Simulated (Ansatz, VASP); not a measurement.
# AlHNF (F-AlN-H chair, 1 layer) in two plane-wave programs, part 2 of 2

Wanted: the spread between two codes on one cell, functional and k mesh. Of the first pair: The structure shown is the start of the Ansatz relaxation below; VASP solves that cell, so the two are compared at the walk's first step.

VASP 6.6.1 and Ansatz 0.2.0.

So far: The starting structure; Ansatz: relaxation, PBE.

## (3) VASP: single point, PBE, start cell, pair 1

Level of this step: PBE; plane waves and PAW (H, N, Al, F) (VASP).

The same cell, functional, mesh and smearing now go to VASP, with its own data sets.

Lines of VASP's logs that name or quote its potential files are left out, and so is its time.

Contents of INCAR:

```
SYSTEM = AlHNF
PREC = Accurate
ENCUT = 520
EDIFF = 1E-06
NELM = 120
ISMEAR = -1
SIGMA = 0.05
LREAL = .FALSE.
ALGO = Normal
GGA = PE
NBANDS = 14
LORBIT = 11
LWAVE = .FALSE.
LCHARG = .FALSE.
ISIF = 2
LDIPOL = .TRUE.
IDIPOL = 3
DIPOL = 0.5 0.5 0.489
LVHAR = .TRUE.
LASPH = .TRUE.
GGA_COMPAT = .FALSE.
EFERMI = MIDGAP
NELMDL = -8
```

Contents of POSCAR:

```
AlHNF
1.0
    3.1680000000      0.0000000000      0.0000000000
   -1.5840000000      2.7435680000      0.0000000000
    0.0000000000      0.0000000000     18.4400000000
H N Al F
1 1 1 1
Direct
    0.6666667274      0.3333334548      0.4067245119
    0.6666667274      0.3333334548      0.4620390456
    0.3333333941      0.6666667881      0.4967462039
    0.3333333941      0.6666667881      0.5932754881
```

Contents of KPOINTS:

```
Automatic mesh
0
Gamma
12 12 1
0 0 0
```

Potentials, in the order of the species: H, N, Al and F (PBE family, release 64).

Started as:

```console
$ mpirun -np 1 vasp_std
```

Numbers of over 12 decimals in the logs are rounded to 6 here.

The log of the run:

```text
[banner, memory and clock lines left out]
running    1 mpi-ranks, on    1 nodes
 distrk:  each k-point on    1 cores,    1 groups
 distr:  one band on    1 cores,    1 groups

 POSCAR found type information on POSCAR H N AlF
 POSCAR found :  4 types and       4 ions
 LDA part: xc-table for (Slater+PW92), standard interpolation
 POSCAR, INCAR and KPOINTS ok, starting setup
 FFT: planning ... GRIDC
 FFT: planning ... GRID_SOFT
 FFT: planning ... GRID
 WAVECAR not read
 entering main loop
       N       E                     dE             d eps       ncg     rms          rms(c)
DAV:   1     0.127521514553E+03    0.12752E+03   -0.60186E+03   540   0.852E+02
DAV:   2    -0.107127756097E+02   -0.13823E+03   -0.12503E+03   894   0.204E+02
DAV:   3    -0.268189524891E+02   -0.16106E+02   -0.15987E+02   706   0.830E+01
DAV:   4    -0.271028574177E+02   -0.28390E+00   -0.28383E+00   616   0.137E+01
DAV:   5    -0.271073731613E+02   -0.45157E-02   -0.45150E-02   724   0.157E+00
DAV:   6    -0.271074980948E+02   -0.12493E-03   -0.12493E-03   642   0.289E-01
DAV:   7    -0.271075022616E+02   -0.41668E-05   -0.41666E-05   748   0.492E-02
DAV:   8    -0.271075024256E+02   -0.16400E-06   -0.16399E-06   572   0.104E-02    0.101E+01
DAV:   9    -0.236283108819E+02    0.34792E+01   -0.94101E+00   718   0.234E+01    0.401E+00
DAV:  10    -0.234942778209E+02    0.13403E+00   -0.71224E-01   688   0.510E+00    0.272E+00
DAV:  11    -0.233454851764E+02    0.14879E+00   -0.85087E-02   664   0.338E+00    0.819E-01
DAV:  12    -0.232907112892E+02    0.54774E-01   -0.29539E-02   676   0.185E+00    0.308E-01
DAV:  13    -0.232819286815E+02    0.87826E-02   -0.14742E-02   676   0.887E-01    0.245E-01
DAV:  14    -0.232782315417E+02    0.36971E-02   -0.66302E-03   682   0.668E-01    0.688E-02
[...]
DAV:  20    -0.232794998074E+02   -0.16821E-03   -0.27080E-05   556   0.303E-02    0.449E-03
DAV:  21    -0.232795312308E+02   -0.31423E-04   -0.21079E-06   590   0.111E-02    0.172E-03
DAV:  22    -0.232795639627E+02   -0.32732E-04   -0.14461E-06   492   0.762E-03    0.102E-03
DAV:  23    -0.232795721670E+02   -0.82043E-05   -0.25446E-07   478   0.339E-03    0.462E-04
DAV:  24    -0.232795806606E+02   -0.84936E-05   -0.48208E-07   436   0.358E-03    0.343E-04
DAV:  25    -0.232795831066E+02   -0.24460E-05   -0.69652E-08   422   0.150E-03    0.292E-04
DAV:  26    -0.232795849872E+02   -0.18806E-05   -0.27916E-08   392   0.885E-04    0.174E-04
DAV:  27    -0.232795855383E+02   -0.55108E-06   -0.10088E-08   434   0.634E-04
   1 F= -.23279586E+02 E0= -.23279586E+02  d E =-.706024E-08
```

OUTCAR, selected parts (step 3):

```text
ion  position               nearest neighbor table
   1  0.667  0.333  0.407-   2 1.02
   2  0.667  0.333  0.462-   1 1.02   3 1.94   3 1.94   3 1.94
   3  0.333  0.667  0.497-   4 1.78   2 1.94   2 1.94   2 1.94
   4  0.333  0.667  0.593-   3 1.78

  LATTYP: Found a hexagonal cell.
 ALAT       =     3.1680000000
 C/A-ratio  =     5.8207070707

 Subroutine GETGRP returns: Found  6 space group operations
 (whereof  6 operations were pure point group operations)

The static configuration has the point symmetry C_3v.

 Found     19 irreducible k-points:

   k-points           NKPTS =     19   k-points in BZ     NKDIM =     19   number of bands    NBANDS=     14

   dimension x,y,z NGX =    24 NGY =   24 NGZ =  140
   dimension x,y,z NGXF=    48 NGYF=   48 NGZF=  280

   ENCUT  =  520.0 eV  38.22 Ry    6.18 a.u.   5.89  5.89 34.29*2*pi/ulx,y,z

   NELECT =      16.0000    total number of electrons

 k-points in reciprocal lattice and weights: Automatic mesh
   0.00000000  0.00000000  0.00000000       0.007
   0.08333333  0.00000000  0.00000000       0.042
   0.16666667  0.00000000  0.00000000       0.042
   0.25000000  0.00000000  0.00000000       0.042
   0.33333333  0.00000000  0.00000000       0.042
   0.41666667  0.00000000  0.00000000       0.042
   0.50000000  0.00000000  0.00000000       0.021
   0.08333333  0.08333333  0.00000000       0.042
   0.16666667  0.08333333  0.00000000       0.083
[...]
0.33333333  0.25000000  0.00000000       0.083
   0.33333333  0.33333333  0.00000000       0.014

 dipolmoment           0.000000      0.000000      0.411063 electrons x Angstroem

 average (electrostatic) potential at core
       1 -43.8796       2 -72.5784       3 -83.3947       4 -80.4710

 E-fermi :  -3.6721

 k-point     1 :       0.0000    0.0000    0.0000
  band No.  band energies     occupation
    ...
      4      -6.4797      2.00000
      5      -6.4250      2.00000
      6      -6.4250      2.00000
      7      -4.5639      2.00000
      8      -4.5639      2.00000
      9      -2.9085      0.00000
     10      -1.2592      0.00000
     11      -0.0105      0.00000
     12       1.5526      0.00000
     13       2.0764      0.00000
    ...

 k-point     2 :       0.0833    0.0000    0.0000
  band No.  band energies     occupation
    ...
      4      -6.8798      2.00000
      5      -6.4882      2.00000
      6      -6.3714      2.00000
      7      -4.6607      2.00000
      8      -4.5770      2.00000
      9      -2.7322      0.00000
     10      -1.0820      0.00000
     11       0.2301      0.00000
     12       1.7223      0.00000
     13       2.1107      0.00000
    ...

 k-point     3 :       0.1667    0.0000    0.0000
  band No.  band energies     occupation
    ...
      4      -7.7145      2.00000
      5      -6.6537      2.00000
      6      -6.3388      2.00000
      7      -4.9014      2.00000
      8      -4.6138      2.00000
      9      -2.2926      0.00000
     10      -0.6187      0.00000
     11       0.8204      0.00000
     12       2.0398      0.00000
     13       2.3015      0.00000
    ...

  Total       -0.0428046     -0.0428046     -5.1412679      0.0000000      0.0000000     -0.0000000
  in kB       -0.4278970     -0.4278969    -51.3947783      0.0000000      0.0000000     -0.0000000
  external PRESSURE =     -17.4168574 kB  Pullay stress =       0.0000000 kB

  energy-cutoff  :      520.00
  volume of cell :      160.27
      direct lattice vectors                 reciprocal lattice vectors
     3.168000000  0.000000000  0.000000000     0.315656566  0.182244435  0.000000000
    -1.584000000  2.743568000  0.000000000     0.000000000  0.364488870  0.000000000
     0.000000000  0.000000000 18.440000000     0.000000000  0.000000000  0.054229935

 POSITION                                       TOTAL-FORCE (eV/Angst)
 -----------------------------------------------------------------------------------
      1.58400      0.91452      7.50000        -0.000000      0.000000     -0.414717
      1.58400      0.91452      8.52000        -0.000000     -0.000000      0.138702
      0.00000      1.82905      9.16000        -0.000000      0.000000      3.517639
      0.00000      1.82905     10.94000         0.000000      0.000000     -3.241624
 -----------------------------------------------------------------------------------
    total drift:                               -0.000000     -0.000898      0.000366

  FREE ENERGIE OF THE ION-ELECTRON SYSTEM (eV)
  ---------------------------------------------------
  free  energy   TOTEN  =       -23.2795855383 eV

  energy  without entropy=      -23.2795855312  energy(sigma->0) =      -23.27958553

 vacuum level on the upper side and lower side of the slab         6.701        -1.857

 total charge
# of ion       s       p       d       tot
------------------------------------------
    1        0.644   0.084   0.000   0.729
    2        1.225   2.657   0.000   3.883
    3        0.350   0.395   0.000   0.745
    4        1.744   4.304   0.000   6.049
--------------------------------------------------
tot          3.964   7.441   0.000  11.405

[... 3 further parts left out ...]
```

## (4) Comparison

Known differences besides the potentials themselves: the cutoff is 420 eV in Ansatz and 520 eV in VASP. Total energies have different zeros and are not compared.

Forces (eV/Å; atoms numbered as in POSCAR):

| atom | Ansatz x, y, z | VASP x, y, z |
| --- | --- | --- |
| H1 | 0.000, 0.000, -0.395 | 0.000, 0.000, -0.415 |
| N2 | 0.000, 0.000, 0.125 | 0.000, 0.000, 0.139 |
| Al3 | 0.000, 0.000, 3.590 | 0.000, 0.000, 3.518 |
| F4 | 0.000, 0.000, -3.321 | 0.000, 0.000, -3.242 |

The forces differ by 32 meV/Å r.m.s., which is 2.3 % of the r.m.s. force of 1.387 eV/Å (both taken over all components). Where the cell holds vacuum, a pressure given here is an average over it and none of the material.

## (5) Ansatz: relaxation, PBE

This run makes the geometry at which the two programs are then compared.

The structure compared here is the end of the Ansatz relaxation.

This is the run of step 2 again, met here at its other cell.

## (6) VASP: single point, PBE, cell relaxed in part, pair 2

The same cell, functional, mesh and smearing now go to VASP, with its own data sets.

INCAR, as its differences from that of step 3:

```diff
@@ -2,3 +2,3 @@
 PREC = Accurate
-ENCUT = 520
+ENCUT = 600
 EDIFF = 1E-06
```

Contents of POSCAR:

```
AlHNF
1.0
    3.1665468346      0.0000000000      0.0000000000
   -1.5832734173      2.7423100010      0.0000000000
    0.0000000000      0.0000000000     18.4400000000
H N Al F
1 1 1 1
Direct
    0.6666666667      0.3333333333      0.4078941410
    0.6666666667      0.3333333333      0.4636223835
    0.3333333334      0.6666666666      0.4993268798
    0.3333333334      0.6666666666      0.5879418451
```

KPOINTS is that of step 3.

Started as:

```console
$ mpirun -np 1 vasp_std
```

The log of the run:

```text
[... set-up lines as in an earlier step ...]
 entering main loop
       N       E                     dE             d eps       ncg     rms          rms(c)
DAV:   1     0.139114938025E+03    0.13911E+03   -0.64469E+03   532   0.955E+02
DAV:   2    -0.976084315942E+01   -0.14888E+03   -0.13501E+03   872   0.215E+02
DAV:   3    -0.269124087457E+02   -0.17152E+02   -0.17033E+02   694   0.880E+01
DAV:   4    -0.272193456862E+02   -0.30694E+00   -0.30682E+00   646   0.144E+01
[...]
DAV:  25    -0.235457757657E+02   -0.32855E-05   -0.86614E-08   410   0.189E-03    0.413E-04
DAV:  26    -0.235457767791E+02   -0.10134E-05   -0.17281E-08   458   0.114E-03    0.179E-04
DAV:  27    -0.235457771728E+02   -0.39365E-06   -0.63514E-09   446   0.633E-04
   1 F= -.23545777E+02 E0= -.23545777E+02  d E =-.308545E-13
```

OUTCAR, selected parts (step 6):

```text
  Total       -0.2016303     -0.2016303      0.2737714     -0.0000000      0.0000000      0.0000000
  in kB       -2.0174506     -2.0174506      2.7392732     -0.0000000      0.0000000      0.0000000
  external PRESSURE =      -0.4318760 kB  Pullay stress =       0.0000000 kB

 POSITION                                       TOTAL-FORCE (eV/Angst)
 -----------------------------------------------------------------------------------
      1.58327      0.91410      7.52157         0.000000     -0.000000     -0.020324
      1.58327      0.91410      8.54920         0.000000     -0.000000      0.007441
      0.00000      1.82821      9.20759         0.000000     -0.000000     -0.151907
      0.00000      1.82821     10.84165        -0.000000      0.000000      0.164790
 -----------------------------------------------------------------------------------
    total drift:                               -0.000001      0.000000      0.000133

  FREE ENERGIE OF THE ION-ELECTRON SYSTEM (eV)
  ---------------------------------------------------
  free  energy   TOTEN  =       -23.5457771728 eV

  energy  without entropy=      -23.5457771728  energy(sigma->0) =      -23.54577717

[... 1 part as in an earlier step ...]

[... 2 further parts left out ...]
[key lines of the parts left out:]
E-fermi :  -3.9134
```

## (7) Differences

What differs besides the data sets and the points named for the pairs above, as far as they apply: the cutoff is 420 eV in Ansatz and 600 eV in VASP; Ansatz's pressure holds a Pulay correction, VASP's none. Total energies have different zeros and are not compared.

Both answers:

| quantity | Ansatz | VASP | difference |
| --- | --- | --- | --- |
| pressure (GPa) | -0.01 | -0.04 | +0.03 |
| gap on the k mesh (eV) | 3.075 | 3.030 | +0.045 |

Forces (eV/Å; atoms numbered as in POSCAR):

| atom | Ansatz x, y, z | VASP x, y, z |
| --- | --- | --- |
| H1 | 0.000, 0.000, 0.002 | 0.000, 0.000, -0.020 |
| N2 | 0.000, 0.000, 0.003 | 0.000, 0.000, 0.007 |
| Al3 | 0.000, 0.000, -0.005 | 0.000, 0.000, -0.152 |
| F4 | 0.000, 0.000, 0.000 | 0.000, 0.000, 0.165 |

The forces differ by 64 meV/Å r.m.s., where the r.m.s. force is 0.002 eV/Å in Ansatz and 0.065 eV/Å in VASP: the atoms lie near their places of rest in Ansatz, so a percentage would say little (all taken over all components). A gap on the mesh is an upper bound, since the band edges may lie between its points. Where the cell holds vacuum, a pressure given here is an average over it and none of the material.

## (8) What came out

```json
{"r.m.s. force difference (single point, PBE, start cell, pair 1)": "2.3 % of the r.m.s. force", "r.m.s. force difference (single point, PBE, cell relaxed in part, pair 2)": "64 meV/Å", "difference in gap on the k mesh (single point, PBE, cell relaxed in part, pair 2)": "0.045 eV"}
```

The r.m.s. force difference is 64 meV/Å (single point, PBE, cell relaxed in part, pair 2), beyond the 12 meV/Å picked in this series as the mark of a large difference. What causes the difference of the single point, PBE, cell relaxed in part, pair 2 pair stays open here. Such differences can come from data sets, numerical settings and the points named under the comparisons, not from the functional's error against experiment.

[Lines on the potential files, build, host, timing and source positions are cut from VASP's logs without a mark.]

[Logs are printed without paths, hosts, clocks, repeated set-up lines and the standing remarks that a program may print on its own settings, such as how far it seeks lower states.]

[Hosts, paths, dates, database ids (printed as entryN), source tags and the programs' standing remarks are cut or masked in the printed files.]
